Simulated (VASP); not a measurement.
MgTi2N2, 5 atoms in the cell. It takes space group R-3m (No. 166, trigonal). Conventional cell: a = 3.300 Å, b = 3.300 Å, c = 20.040 Å, α = 90.00°, β = 90.00°, γ = 120.00°. Mg (site symmetry -3m) is surrounded by 2 N at 2.40 Å. Ti (site symmetry 3m) has 4 N at 1.92 to 2.08 Å as nearest neighbours. N (site symmetry 3m) is surrounded by 4 Ti at 1.92 to 2.08 Å. The cell was built by a generator and needn't be a form met in nature.

```yaml
Program: VASP 6.6.1
Task: relaxation of cell and atoms
Functional: PBE
Potentials_or_basis: VASP PAW PBE potentials, release 64 (Mg, Ti_sv, N)
Cutoff: 520 eV
k_mesh: 5 × 5 × 5
Occupations: gaussian, width 0.15 eV
Spin: no spin polarisation
Further_INCAR_settings: PREC = Normal; ALGO = Fast; EDIFF = 0.0001; IBRION = 2; EDIFFG = -0.08; NSW = 24; ISIF = 3
```

Potentials or basis: VASP PAW PBE potentials, release 64 (Mg, Ti_sv, N).

Command:

```sh
$ cat potpaw_PBE.64/Mg/POTCAR potpaw_PBE.64/Ti_sv/POTCAR potpaw_PBE.64/N/POTCAR > POTCAR
$ mpirun -np 1 vasp_std > vasp.out
```

Hardware: 1 thread of Intel(R) Xeon(R) Platinum 8259CL CPU @ 2.50GHz (Skylake/Cascade Lake) (shared host).

Q: How long does it take, and how much memory?

A: Run time: 8.7 min on 1 thread of Intel(R) Xeon(R) Platinum 8259CL CPU @ 2.50GHz (Skylake/Cascade Lake), on a shared host, peak memory 0.28 GiB. Counts: scf iterations 148, k points 19, ion steps 10.
